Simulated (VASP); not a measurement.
```
TaC
1.0
    0.00000     2.23929     2.23929
    2.23929     0.00000     2.23929
    2.23929     2.23929     0.00000
Ta C
1 1
Direct
  0.00000   0.00000   0.00000
  0.50000   0.50000   0.50000
```

Calculation: PBE GGA, VASP's PBE PAW potentials (set 64) (plane waves; VASP 6.6.1). Settings: 520 eV cut-off, Gaussian smearing of 0.050 eV, potentials Ta_pv C.

Unless said otherwise, spin-orbit coupling is left out, though it shifts the bands of the heavy elements here.

### Question
Predict the band gap (along the path) with the smallest direct gap where there is one.

### Answer

```json
{
 "band gap (along the path)": "none (metal, semimetal or under 0.01 eV)"
}
```

Total energies compare only between runs with the same potentials, cut-off and functional.

The compound is TaC in the rock salt structure. It was relaxed first. The electron count is odd and the run is not spin-polarised, which forces a metal.
